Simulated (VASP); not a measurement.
All values below come from r2SCAN meta-GGA, VASP's PBE PAW potentials (set 64) (plane waves; VASP).

A VASP calculation is set up with these files.

### KPOINTS
```
K-points
0
G
13 13 8
0 0 0
```

### INCAR
```
EDIFF  =  1E-5   # SCF stop (eV)
EDIFFG  =  -0.03   # ionic stop
SYSTEM  =  Tl
LMAXMIX  =  4   # l cut-off of mixed one-centre charges
ENCUT  =  400
NELM  =  100   # most electronic steps
PREC  =  Normal
ISMEAR  =  1
LREAL  =  F   # projection in real space or not
LMIXTAU  =  T
LASPH  =  T
SIGMA  =  0.1   # width (eV)
LWAVE  =  F
IBRION  =  2   # conjugate gradients
ISIF  =  2   # forces and stress, cell fixed
ALGO  =  Normal   # blocked Davidson
LCHARG  =  F
METAGGA  =  R2SCAN
NSW  =  20   # most ionic steps
NELMIN  =  4
```

**POSCAR**
```
Tl
1.0
  3.5426836772   0.0000000000   0.0000000000
 -1.7713418386   3.0680541724   0.0000000000
  0.0000000000   0.0000000000   5.5571292207
Tl
2
Direct
  0.6666670000   0.3333330000   0.7500000000
  0.3333330000   0.6666670000   0.2500000000
```

POTCAR, in this order: Tl_d (PBE.64 set). Program: vasp_std.

What VASP printed:

**OUTCAR**
```
 ion  position               nearest neighbor table
   1  0.667  0.333  0.750-   2 3.45   2 3.45   2 3.45   2 3.45   2 3.45   2 3.45
   2  0.333  0.667  0.250-   1 3.45   1 3.45   1 3.45   1 3.45   1 3.45   1 3.45
  LATTYP: Found a hexagonal cell.
 ALAT       =     3.5426836772
 C/A-ratio  =     1.5686213411
 Subroutine PRICEL returns:
 Original cell was already a primitive cell.
 Subroutine GETGRP returns: Found 24 space group operations
The static configuration has the point symmetry D_3d.
 The point group associated with its full space group is D_6h.
The dynamic configuration has the point symmetry D_3d.
 Subroutine INISYM returns: Found 24 space group operations
 Subroutine IBZKPT returns following result:
 Found    105 irreducible k-points:

 Following reciprocal coordinates:
            Coordinates               Weight
  0.000000  0.000000  0.000000      1.000000
  0.076923 -0.000000  0.000000      6.000000
  0.153846 -0.000000  0.000000      6.000000
  0.230769 -0.000000  0.000000      6.000000
  0.307692 -0.000000  0.000000      6.000000
  0.384615 -0.000000  0.000000      6.000000
  0.461538 -0.000000  0.000000      6.000000
...
```

OSZICAR:
```
       N       E                     dE             d eps       ncg     rms          rms(c)
DAV:   1     0.285143806357E+00    0.28514E+00   -0.12914E+04  3658   0.120E+03
DAV:   2    -0.112170712263E+03   -0.11246E+03   -0.11122E+03  3839   0.263E+02
DAV:   3    -0.113908157961E+03   -0.17374E+01   -0.17284E+01  4279   0.301E+01
DAV:   4    -0.113919488033E+03   -0.11330E-01   -0.11328E-01  3942   0.249E+00
DAV:   5    -0.113919648895E+03   -0.16086E-03   -0.16086E-03  4191   0.296E-01    0.252E+00
DAV:   6    -0.108330801713E+03    0.55888E+01   -0.23316E+00  3596   0.160E+01    0.337E+00
DAV:   7    -0.106740067620E+03    0.15907E+01   -0.17363E-01  3622   0.490E+00    0.287E+00
DAV:   8    -0.108650440995E+03   -0.19104E+01   -0.52765E-01  3584   0.692E+00    0.176E+00
DAV:   9    -0.106335568923E+03    0.23149E+01   -0.23129E-01  3581   0.443E+00    0.729E-01
DAV:  10    -0.106332103366E+03    0.34656E-02   -0.17121E-03  3802   0.263E-01    0.752E-01
DAV:  11    -0.106334642647E+03   -0.25393E-02   -0.21460E-03  3647   0.275E-01    0.716E-01
DAV:  12    -0.106289857282E+03    0.44785E-01   -0.26142E-02  3658   0.102E+00    0.414E-01
DAV:  13    -0.106325364402E+03   -0.35507E-01   -0.99367E-03  3619   0.701E-01    0.337E-01
DAV:  14    -0.106339188658E+03   -0.13824E-01   -0.23857E-03  3614   0.353E-01    0.145E-01
DAV:  15    -0.106347954247E+03   -0.87656E-02   -0.83706E-03  3666   0.724E-01    0.141E-01
DAV:  16    -0.106348089480E+03   -0.13523E-03   -0.83589E-05  3540   0.680E-02    0.120E-01
DAV:  17    -0.106348218143E+03   -0.12866E-03   -0.27699E-05  2842   0.544E-02    0.114E-01
DAV:  18    -0.106348598684E+03   -0.38054E-03   -0.12510E-04  3678   0.875E-02    0.101E-01
DAV:  19    -0.106348723074E+03   -0.12439E-03   -0.35603E-05  2837   0.524E-02    0.761E-02
DAV:  20    -0.106348796535E+03   -0.73461E-04   -0.82957E-05  3638   0.730E-02    0.317E-02
DAV:  21    -0.106348813960E+03   -0.17425E-04   -0.11652E-05  2774   0.261E-02    0.209E-02
DAV:  22    -0.106348833513E+03   -0.19553E-04   -0.48959E-06  1811   0.168E-02    0.174E-02
DAV:  23    -0.106348857807E+03   -0.24294E-04   -0.13437E-05  2411   0.291E-02    0.957E-03
DAV:  24    -0.106348852797E+03    0.50102E-05   -0.30135E-06  1800   0.175E-02
   1 F= -.10634885E+03 E0= -.10634892E+03  d E =-.106349E+03
```

### OUTCAR
```
------------------------ aborting loop because EDIFF is reached ----------------------------------------
  FORCE on cell =-STRESS in cart. coord.  units (eV):
  Direction    XX          YY          ZZ          XY          YZ          ZX
  --------------------------------------------------------------------------------------
  Total       -0.0808396     -0.0808396     -0.0004044      0.0000000      0.0000000      0.0000000
  in kB       -2.1443151     -2.1443153     -0.0107262      0.0000000      0.0000000      0.0000000
  external PRESSURE =      -1.4331189 kB  Pullay stress =       0.0000000 kB
  volume of cell :       60.40
      direct lattice vectors                 reciprocal lattice vectors
     3.542683677  0.000000000  0.000000000     0.282271885  0.162969743  0.000000000
    -1.771341839  3.068054172  0.000000000     0.000000000  0.325939486  0.000000000
     0.000000000  0.000000000  5.557129221     0.000000000  0.000000000  0.179949028
 POSITION                                       TOTAL-FORCE (eV/Angst)
 -----------------------------------------------------------------------------------
      1.77134      1.02268      4.16785         0.000000     -0.000000      0.000000
     -0.00000      2.04537      1.38928        -0.000000      0.000000      0.000000
 -----------------------------------------------------------------------------------
    total drift:                               -0.000401      0.000251      0.000011
  FREE ENERGIE OF THE ION-ELECTRON SYSTEM (eV)
  ---------------------------------------------------
  free  energy   TOTEN  =      -106.3488527970 eV

  energy  without entropy=     -106.3490692017  energy(sigma->0) =     -106.34892493

 reached required accuracy - stopping structural energy minimisation
```
(Selected blocks of OUTCAR.)

The compound is Tl in the hcp structure. It was relaxed first, which changed the volume by +6 %.
